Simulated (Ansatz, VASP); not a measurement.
**Nb2GeS2 in VASP and in Ansatz**

Contents of INCAR:

```
PREC = Accurate
ENCUT = 520
EDIFF = 1E-7
ISMEAR = -1
SIGMA = 0.0558
LREAL = F
LASPH = T
NELM = 60
ALGO = Normal
ISIF = 2
LWAVE = F
LCHARG = F
GGA = PE
NBANDS = 34
```

File KPOINTS:

```
Automatic mesh
0
Gamma
  6 6 2
```

Contents of POSCAR:

```
Nb2GeS2
1.0
    3.4208800000      0.0000000000      0.0000000000
   -1.7104400000      2.9625720000      0.0000000000
    0.0000000000      0.0000000000      8.9440990000
Nb S Ge
2 2 1
Direct
    0.3333000000      0.6667000000      0.1410000000
    0.6667000000      0.3333000000      0.8590000000
    0.3333000000      0.6667000000      0.6670000000
    0.6667000000      0.3333000000      0.3330000000
    0.0000000000      0.0000000000      0.0000000000
```

Input for Ansatz:

```yaml
crystal:
  lattice:
    - [3.42088, 0.0, 0.0]
    - [-1.71044, 2.962572, 0.0]
    - [0.0, 0.0, 8.944099]
  atoms:
    - { symbol: Nb, position: [0.3333, 0.6667, 0.141] }
    - { symbol: Nb, position: [0.6667, 0.3333, 0.859] }
    - { symbol: S, position: [0.3333, 0.6667, 0.667] }
    - { symbol: S, position: [0.6667, 0.3333, 0.333] }
    - { symbol: Ge, position: [0.0, 0.0, 0.0] }
  symmetry: { tolerance: 0.0003 }
kpoints:
  mp_grid: { grid: [6, 6, 2], shift: [0, 0, 0] }
magnetization:
  spin_polarized: false
scf:
  occupations: { method: fermi_dirac, width: 0.0558 }
hamiltonian:
  pseudopotentials: { kind: paw }
  xc: pbe
basis:
  ecutwfc: 420
output:
  forces: true
  stress: true
  eigenvalues: true
```

The cell was built by a generator and needn't be a form met in nature.

Alike in both runs: task single point; functional PBE; k mesh 6 × 6 × 2; occupations fermi-dirac, width 0.0558 eV; no spin polarisation.

```csv
,VASP,Ansatz
version,VASP 6.6.1,Ansatz 0.2.0
potentials or method,"VASP PAW PBE potentials, release 64 (Nb_sv, S, Ge_d)",PAW plane waves
plane-wave cutoff (eV),520,420
valence electrons in the cell,52,52
```

Ansatz gave:

| Property | Result |
| --- | --- |
| gap on the k mesh at the Fermi level (eV) | none |
| pressure (GPa) | 20.9 |
| largest component of the traceless stress (GPa) | 5.51 |
| rms of the force components (eV/Å) | 2.445 |

**Question.** Estimate VASP's values.

**Answer.** gap on the k mesh at the Fermi level (eV): none; pressure (GPa): 20.7; largest component of the traceless stress (GPa): 5.55; rms of the force components (eV/Å): 2.458.

Atom by atom the forces differ by 0.015 eV/Å (rms over components). A gap of «none» marks a metal or a gap that the smearing closes. Ansatz warned: «structure_snapped_to_symmetry».

Caveats: so large a pressure means that the cell lies far from this level's equilibrium, or that cutoff or potentials fall short (VASP); this functional lacks dispersion, which binds the layers, so the pressure and a relaxed spacing across them are unreliable; forces of over 1 eV/Å show positions far from the minimum, so gaps and moduli don't describe the material at rest.
